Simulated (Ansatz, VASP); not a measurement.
One calculation of LaOsN3, two programs

File INCAR:

```
SYSTEM = LaOsN3
PREC = Accurate
ENCUT = 520
EDIFF = 1E-6
ISMEAR = 1
SIGMA = 0.2
LREAL = .FALSE.
LASPH = .TRUE.
NELM = 100
ALGO = Normal
ISIF = 2
LWAVE = .FALSE.
LCHARG = .FALSE.
GGA = CA
NBANDS = 25
```

File KPOINTS:

```
Automatic mesh
0
G
  7 7 7
  0 0 0
```

File POSCAR:

```
LaOsN3
1.0
    3.9505550000      0.0000000000      0.0000000000
    0.0000000000      3.9505550000      0.0000000000
    0.0000000000      0.0000000000      3.9505550000
La Os N
1 1 3
Direct
    0.5000000000      0.5000000000      0.5000000000
    0.0000000000      0.0000000000      0.0000000000
    0.5000000000      0.0000000000      0.0000000000
    0.0000000000      0.5000000000      0.0000000000
    0.0000000000      0.0000000000      0.5000000000
```

Input for Ansatz:

```yaml
crystal:
  lattice:
    - [3.950555, 0.0, 0.0]
    - [0.0, 3.950555, 0.0]
    - [0.0, 0.0, 3.950555]
  atoms:
    - { symbol: La, position: [0.5, 0.5, 0.5] }
    - { symbol: Os, position: [0.0, 0.0, 0.0] }
    - { symbol: "N", position: [0.5, 0.0, 0.0] }
    - { symbol: "N", position: [0.0, 0.5, 0.0] }
    - { symbol: "N", position: [0.0, 0.0, 0.5] }
kpoints:
  mp_grid:
    grid: [7, 7, 7]
    shift: [0.0, 0.0, 0.0]
hamiltonian:
  xc: lda
  pseudopotentials:
    kind: paw
scf:
  occupations:
    method: methfessel_paxton
    width: 0.2
output:
  stress: true
```

The cell comes from a database or a generator and needn't be the stable form of this composition.

Alike in both runs: task single point; functional LDA; k mesh 7 × 7 × 7; occupations methfessel-paxton of order 1, width 0.2 eV; no spin polarisation.

```csv
,VASP,Ansatz
version,VASP 6.6.1,Ansatz 0.2.0
potentials or method,"VASP PAW LDA potentials, release 64 (La, Os, N)","plane waves, PAW"
plane-wave cutoff (eV),520,420
valence electrons in the cell,34,42
```

```tsv
	VASP	Ansatz	Ansatz less VASP
pressure (GPa)	-11.7	-13.8	-2.08
```

The two sets of potentials don't hold the same shells in valence.

The runs have no spin-orbit coupling, so splittings on La, Os are missing.
